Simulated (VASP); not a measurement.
A convergence study with VASP on Na$_{2}$S (antifluorite): a few settings are varied, all else stays as given below, so the limit is that of these other settings.

```yaml
crystal:
  lattice:
    - [0.00000, 3.27000, 3.27000]
    - [3.27000, 0.00000, 3.27000]
    - [3.27000, 3.27000, 0.00000]
  atoms:
    - { symbol: Na, position: [0.25000, 0.25000, 0.25000] }
    - { symbol: Na, position: [0.75000, 0.75000, 0.75000] }
    - { symbol: S, position: [0.00000, 0.00000, 0.00000] }
```

Method: PBE GGA, VASP's PBE PAW potentials (set 64) (plane waves; VASP). The last row used: 550 eV cut-off, 13×13×13 Γ-centred mesh, second-order Methfessel-Paxton smearing of 0.40 eV, potentials Na_pv S.

Gaps are read on the run's mesh, which can miss a band edge.

```tsv
setting	E (eV/atom)	pressure (GPa)	gap on the mesh (eV)	irreducible k-points
ISMEAR = -1, SIGMA = 0.01, 3×3×3 mesh	-3.3154	0.48	2.474	4
ISMEAR = -1, SIGMA = 0.2, 3×3×3 mesh	-3.3151	0.48	2.474	4
ISMEAR = 0, SIGMA = 0.01, 3×3×3 mesh	-3.3154	0.48	2.474	4
ISMEAR = 0, SIGMA = 0.2, 3×3×3 mesh	-3.3154	0.48	2.474	4
ISMEAR = 1, SIGMA = 0.01, 3×3×3 mesh	-3.3153	0.48	2.474	4
ISMEAR = 1, SIGMA = 0.2, 3×3×3 mesh	-3.3144	0.47	2.475	4
ISMEAR = 2, SIGMA = 0.01, 3×3×3 mesh	-3.3154	0.48	2.474	4
ISMEAR = 2, SIGMA = 0.2, 3×3×3 mesh	-3.3145	0.48	2.474	4
ISMEAR = -1, SIGMA = 0.05, 7×7×7 mesh	-3.3250	0.40	2.487	20
ISMEAR = -1, SIGMA = 0.2, 7×7×7 mesh	-3.3249	0.41	2.487	20
ISMEAR = 0, SIGMA = 0.05, 7×7×7 mesh	-3.3250	0.40	2.487	20
ISMEAR = 0, SIGMA = 0.2, 7×7×7 mesh	-3.3250	0.40	2.487	20
ISMEAR = 1, SIGMA = 0.05, 7×7×7 mesh	-3.3250	0.40	2.487	20
ISMEAR = 1, SIGMA = 0.2, 7×7×7 mesh	-3.3246	0.39	2.489	20
ISMEAR = 2, SIGMA = 0.05, 7×7×7 mesh	-3.3250	0.40	2.487	20
ISMEAR = 2, SIGMA = 0.2, 7×7×7 mesh	-3.3248	0.40	2.488	20
ISMEAR = -1, SIGMA = 0.05, 13×13×13 mesh	-3.3250	0.41	2.487	84
ISMEAR = -1, SIGMA = 0.4, 13×13×13 mesh	-3.3193	0.50	2.488	84
ISMEAR = 0, SIGMA = 0.05, 13×13×13 mesh	-3.3250	0.41	2.487	84
ISMEAR = 0, SIGMA = 0.4, 13×13×13 mesh	-3.3250	0.41	2.487	84
ISMEAR = 1, SIGMA = 0.05, 13×13×13 mesh	-3.3250	0.41	2.487	84
ISMEAR = 1, SIGMA = 0.4, 13×13×13 mesh	-3.3216	0.36	2.491	84
ISMEAR = 2, SIGMA = 0.05, 13×13×13 mesh	-3.3250	0.41	2.487	84
ISMEAR = 2, SIGMA = 0.4, 13×13×13 mesh	-3.3225	0.37	2.491	84
```

Left out are rungs that failed or repeat a setting and relaxations that didn't move; long series are thinned to 24 rows.

The compound is Na2S in the antifluorite structure. The cell was not relaxed at this level.
